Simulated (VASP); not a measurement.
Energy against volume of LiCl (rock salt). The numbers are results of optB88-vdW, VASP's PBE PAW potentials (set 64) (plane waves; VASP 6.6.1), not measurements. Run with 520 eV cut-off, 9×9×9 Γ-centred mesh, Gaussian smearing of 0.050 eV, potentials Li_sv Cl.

```tsv
V (Å³/atom)	E (eV/atom)
15.604	-2.50565
16.102	-2.51182
16.600	-2.51406
17.098	-2.51296
```

**Question.** Fit these four points and predict the energy of the run at 17.596 Å³/atom.

**Answer.** A cubic in V^(−2/3), the third-order Birch-Murnaghan form, passes through the four points with V0 = 16.67 Å³/atom and B0 = 35 GPa, and gives -2.5090 eV/atom there. The run gave -2.5091 eV/atom, -0.1 meV/atom from the fit; all five points give B0 = 35 GPa.

The compound is LiCl in the rock salt structure. It was relaxed first.
